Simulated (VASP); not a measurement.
A VASP calculation is set up with these files.

### KPOINTS
```
Automatic
0
Gamma
7 7 7
```

POSCAR:
```
SrTe
1
    0.0000000000     3.3629724414     3.3629724414
    3.3629724414     0.0000000000     3.3629724414
    3.3629724414     3.3629724414     0.0000000000
Sr Te
1 1
Direct
  0.0000000000   0.0000000000   0.0000000000
  0.5000000000   0.5000000000   0.5000000000
```

### INCAR
```
! general
SYSTEM    =  SrTe
PREC      =  Accurate
ENCUT     =  520   ! plane-wave cut-off (eV)
LREAL     =  .FALSE.
LASPH     =  .TRUE.   ! aspherical one-centre terms

! electronic loop
EDIFF     =  1E-7
NELM      =  100
ALGO      =  Normal   ! blocked Davidson
LMAXMIX   =  4

! smearing
ISMEAR    =  0   ! Gaussian
SIGMA     =  0.05   ! width (eV)

! functional
GGA       =  MK
LUSE_VDW  =  .TRUE.
AGGAC     =  0.0
PARAM1    =  0.1234568
PARAM2    =  0.7114
ZAB_VDW   =  -1.8867

! ions
ISIF      =  2

! output
LWAVE     =  .FALSE.
LCHARG    =  .FALSE.
```

POTCAR, in this order: Sr_sv Te (PBE.64 set). Program: vasp_std.

Translate this rev-vdW-DF2 calculation to Quantum ESPRESSO's pw.x.

One equivalent input (not run):
```
&CONTROL
  calculation = 'scf'
  pseudo_dir = './pseudo'
  outdir = './out'
  tprnfor = .true.
  tstress = .true.
/
&SYSTEM
  ibrav = 0
  nat = 2
  ntyp = 2
  ecutwfc = 82.3
  occupations = 'smearing'
  smearing = 'gaussian'
  degauss = 0.003675
  input_dft = 'vdw-df2-b86r'
/
&ELECTRONS
  conv_thr = 7.3e-09
  electron_maxstep = 100
/
ATOMIC_SPECIES
  Sr 87.620 Sr.upf
  Te 127.600 Te.upf
CELL_PARAMETERS angstrom
     0.0000000    3.3629724    3.3629724
     3.3629724    0.0000000    3.3629724
     3.3629724    3.3629724    0.0000000
ATOMIC_POSITIONS crystal
  Sr   0.0000000  0.0000000  0.0000000
  Te   0.5000000  0.5000000  0.5000000
K_POINTS automatic
  7 7 7 0 0 0
```
Limits of the translation: the potentials are each code's own (VASP's PAW set, PseudoDojo norm-conserving files in pw.x), so ENCUT and ecutwfc are chosen apart and not converted; conv_thr bounds pw.x's estimated SCF error, while EDIFF bounds the energy change between steps.

The compound is SrTe in the rock salt structure. This cell is one point of a volume scan, at 1.03 of the reference volume.
